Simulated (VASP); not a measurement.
Computed with PW91 GGA, VASP's PBE PAW potentials (set 64) (plane waves; VASP).

VASP input:

### INCAR
```
# general
SYSTEM  = Y
PREC    = Accurate
ENCUT   = 520
LREAL   = .FALSE.
LASPH   = .TRUE.

# electronic loop
EDIFF   = 1E-7
NELM    = 100
ALGO    = Normal
LMAXMIX = 4

# smearing
ISMEAR  = 1
SIGMA   = 0.1

# functional
GGA     = 91

# ions
IBRION  = 2
NSW     = 30
ISIF    = 4
EDIFFG  = -0.01

# output
LWAVE   = .FALSE.
LCHARG  = .FALSE.
```

File KPOINTS:
```
kpoints
0
gamma
 12 12 7
0 0 0
```

**POSCAR**
```
Y
1
    1.8610819010    -3.2234886912     0.0000000000
    1.8610819010     3.2234886912     0.0000000000
    0.0000000000     0.0000000000     5.7421183500
Y
2
Direct
  0.3333330000   0.6666670000   0.2500000000
  0.6666670000   0.3333330000   0.7500000000
```

POTCAR, in this order: Y_sv (PBE.64 set). Program: vasp_std.

The resulting files:

**OUTCAR**
```
 ion  position               nearest neighbor table
   1  0.333  0.667  0.250-   2 3.59   2 3.59   2 3.59   2 3.59   2 3.59   2 3.59
   2  0.667  0.333  0.750-   1 3.59   1 3.59   1 3.59   1 3.59   1 3.59   1 3.59
  LATTYP: Found a hexagonal cell.
 ALAT       =     3.7221640459
 C/A-ratio  =     1.5426827725
 Subroutine PRICEL returns:
 Original cell was already a primitive cell.
 Subroutine GETGRP returns: Found 24 space group operations
The static configuration has the point symmetry D_3d.
 The point group associated with its full space group is D_6h.
The dynamic configuration has the point symmetry D_3d.
 Subroutine INISYM returns: Found 24 space group operations
 Subroutine IBZKPT returns following result:
 Found     76 irreducible k-points:

 Following reciprocal coordinates:
            Coordinates               Weight
  0.000000  0.000000  0.000000      1.000000
  0.083333  0.000000  0.000000      6.000000
  0.166667 -0.000000  0.000000      6.000000
  0.250000 -0.000000  0.000000      6.000000
  0.333333 -0.000000  0.000000      6.000000
  0.416667 -0.000000  0.000000      6.000000
  0.500000 -0.000000  0.000000      3.000000
...
```

### OSZICAR
```
       N       E                     dE             d eps       ncg     rms          rms(c)
DAV:   1     0.889379477815E+02    0.88938E+02   -0.11686E+04  2288   0.138E+03
DAV:   2    -0.580213186526E+01   -0.94740E+02   -0.93804E+02  2840   0.288E+02
DAV:   3    -0.131021856141E+02   -0.73001E+01   -0.72374E+01  4380   0.477E+01
DAV:   4    -0.132499854940E+02   -0.14780E+00   -0.14771E+00  2688   0.773E+00
DAV:   5    -0.132537847493E+02   -0.37993E-02   -0.37992E-02  3414   0.946E-01    0.317E+01
DAV:   6    -0.128804093838E+02    0.37338E+00   -0.48218E-01  2301   0.488E+00    0.197E+01
DAV:   7    -0.128104995204E+02    0.69910E-01   -0.91193E-01  2814   0.622E+00    0.177E+00
DAV:   8    -0.127992740886E+02    0.11225E-01   -0.18639E-01  2742   0.281E+00    0.124E+00
DAV:   9    -0.127981699883E+02    0.11041E-02   -0.39871E-03  3408   0.454E-01    0.326E-01
DAV:  10    -0.127982661857E+02   -0.96197E-04   -0.18559E-03  2408   0.456E-01    0.389E-01
DAV:  11    -0.127981939340E+02    0.72252E-04   -0.15381E-04  2862   0.126E-01    0.448E-02
DAV:  12    -0.127981914506E+02    0.24834E-05   -0.24515E-05  2847   0.504E-02    0.164E-02
DAV:  13    -0.127981924105E+02   -0.95994E-06   -0.38122E-06  2686   0.206E-02    0.122E-03
DAV:  14    -0.127981924701E+02   -0.59572E-07   -0.10907E-07  2345   0.210E-03
   1 F= -.12798192E+02 E0= -.12797375E+02  d E =-.127982E+02
       N       E                     dE             d eps       ncg     rms          rms(c)
DAV:   1    -0.127991502513E+02   -0.95784E-03   -0.45111E-02  2280   0.171E+00    0.159E-01
DAV:   2    -0.127986300853E+02    0.52017E-03   -0.13004E-03  2532   0.257E-01    0.828E-02
DAV:   3    -0.127984059306E+02    0.22415E-03   -0.58577E-04  2952   0.180E-01    0.535E-02
DAV:   4    -0.127984083455E+02   -0.24149E-05   -0.18083E-05  2847   0.311E-02    0.182E-02
DAV:   5    -0.127984049859E+02    0.33596E-05   -0.89550E-06  3085   0.224E-02    0.267E-03
DAV:   6    -0.127984050348E+02   -0.48897E-07   -0.30915E-07  2415   0.407E-03
   2 F= -.12798405E+02 E0= -.12797613E+02  d E =-.212565E-03
       N       E                     dE             d eps       ncg     rms          rms(c)
DAV:   1    -0.127988538710E+02   -0.44889E-03   -0.24037E-02  2280   0.125E+00    0.116E-01
DAV:   2    -0.127985764123E+02    0.27746E-03   -0.69349E-04  2497   0.188E-01    0.605E-02
DAV:   3    -0.127984566038E+02    0.11981E-03   -0.31384E-04  2952   0.132E-01    0.393E-02
DAV:   4    -0.127984579286E+02   -0.13249E-05   -0.97150E-06  2812   0.228E-02    0.133E-02
DAV:   5    -0.127984560234E+02    0.19053E-05   -0.49344E-06  3043   0.166E-02    0.199E-03
DAV:   6    -0.127984560541E+02   -0.30721E-07   -0.15669E-07  1791   0.301E-03
   3 F= -.12798456E+02 E0= -.12797683E+02  d E =-.263584E-03
```

### OUTCAR
```
------------------------ aborting loop because EDIFF is reached ----------------------------------------
  FORCE on cell =-STRESS in cart. coord.  units (eV):
  Direction    XX          YY          ZZ          XY          YZ          ZX
  --------------------------------------------------------------------------------------
  Total       -0.9020162     -0.9020164     -0.8985259     -0.0000000      0.0000000      0.0000000
  in kB      -20.9764104    -20.9764137    -20.8952417     -0.0000000      0.0000000      0.0000000
  external PRESSURE =     -20.9493553 kB  Pullay stress =       0.0000000 kB
  volume of cell :       68.90
      direct lattice vectors                 reciprocal lattice vectors
     1.857579165 -3.217421752  0.000000000     0.269167532 -0.155403935  0.000000000
     1.857579165  3.217421752 -0.000000000     0.269167532  0.155403935 -0.000000000
     0.000000000  0.000000000  5.763794007     0.000000000  0.000000000  0.173496832
 POSITION                                       TOTAL-FORCE (eV/Angst)
 -----------------------------------------------------------------------------------
      1.85758      1.07248      1.44095         0.000000      0.000000      0.000000
      1.85758     -1.07248      4.32285        -0.000000     -0.000000      0.000000
 -----------------------------------------------------------------------------------
    total drift:                               -0.000071      0.000527     -0.000009
  FREE ENERGIE OF THE ION-ELECTRON SYSTEM (eV)
  ---------------------------------------------------
  free  energy   TOTEN  =       -12.7984560541 eV

  energy  without entropy=      -12.7961375722  energy(sigma->0) =      -12.79768323

 reached required accuracy - stopping structural energy minimisation
```
(Selected blocks of OUTCAR.)

**CONTCAR**
```
Y
   1.00000000000000
     1.8575791651260243   -3.2174217519541561    0.0000000000000000
     1.8575791651260243    3.2174217519541561   -0.0000000000000000
     0.0000000000000000    0.0000000000000000    5.7637940065660809
  Y
     2
Direct
     0.3333330000000032    0.6666669999999968    0.2500000000000000
     0.6666669999999968    0.3333330000000032    0.7500000000000000
```

The compound is Y in the hcp structure. This cell is one point of a volume scan, at 1.06 of the reference volume. Symmetry was kept, so distortions that lower it aren't found.
